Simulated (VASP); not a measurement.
Input:

```
ReV3
1.0
    0.00000     3.00145     3.00145
    3.00145     0.00000     3.00145
    3.00145     3.00145     0.00000
V Re
3 1
Direct
  0.76781   0.74881   0.74758
  0.25730   0.24710   0.25073
  0.98491   0.99468   0.99541
  0.48998   0.50941   0.50629
```

The numbers are results of LDA (Ceperley-Alder, Perdew-Zunger), VASP's LDA PAW potentials (set 64) (plane waves; VASP 6.6.1), not measurements. Numerical set-up: 300 eV cut-off, 5×5×5 Γ-centred mesh, Gaussian smearing of 0.10 eV, potentials V_sv Re.

At this cut-off the stress carries a Pulay error, which pulls relaxed volumes low.

Question: Which forces act on the atoms, in eV/Å?

Answer: 
```json
[
 {"atom": "V1", "Fx": "0.238", "Fy": "-0.738", "Fz": "-0.765"},
 {"atom": "V2", "Fx": "0.221", "Fy": "-0.426", "Fz": "-0.257"},
 {"atom": "V3", "Fx": "0.302", "Fy": "0.768", "Fz": "0.787"},
 {"atom": "Re4", "Fx": "-0.761", "Fy": "0.396", "Fz": "0.234"}
]
```

Question: Give the stress tensor in GPa (positive for a compressed cell).

Answer: 
```
-10.06   -0.32   -0.30
 -0.32  -10.86   -0.40
 -0.30   -0.40  -10.58
```
The pressure is its mean diagonal, -10.50 GPa.

The structure comes from a computed database's V3Re entry; how it stands against other phases isn't given here. The cell was not relaxed at this level, atoms are displaced from their ideal sites. The k-mesh is coarse (spacing up to 0.36 per Å, 2π included), so the numbers may not be converged in it. The run is not spin-polarised, so no magnetic state was tried.
